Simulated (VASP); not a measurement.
```
Cd
1.0
    1.49000    -2.58076     0.00000
    1.49000     2.58076     0.00000
    0.00000     0.00000     5.62000
Cd
2
Direct
  0.33333   0.66667   0.25000
  0.66667   0.33333   0.75000
```

The numbers are results of rev-vdW-DF2, VASP's PBE PAW potentials (set 64) (plane waves; VASP), not measurements. Run with 520 eV cut-off, 13×13×6 Γ-centred mesh, first-order Methfessel-Paxton smearing of 0.10 eV, potentials Cd.

### Question
The ions, cell shape and volume are relaxed. What does this cell relax into?

### Answer

```
Cd
1.0
    1.50689    -2.61002     0.00000
    1.50689     2.61002     0.00000
    0.00000     0.00000     5.58855
Cd
2
Direct
  0.33333   0.66667   0.25000
  0.66667   0.33333   0.75000
```
Space group P6_3/mmc (194), at a tolerance of 0.03 Å.

### Question
How do energy and volume change from the first to the last step?

### Answer
The energy (σ→0) changes by -2.3 meV/atom and the volume by +1.7 %, in 11 ionic steps.

The compound is Cd in the hcp structure. This run relaxes it. Symmetry was kept, so distortions that lower it aren't found.
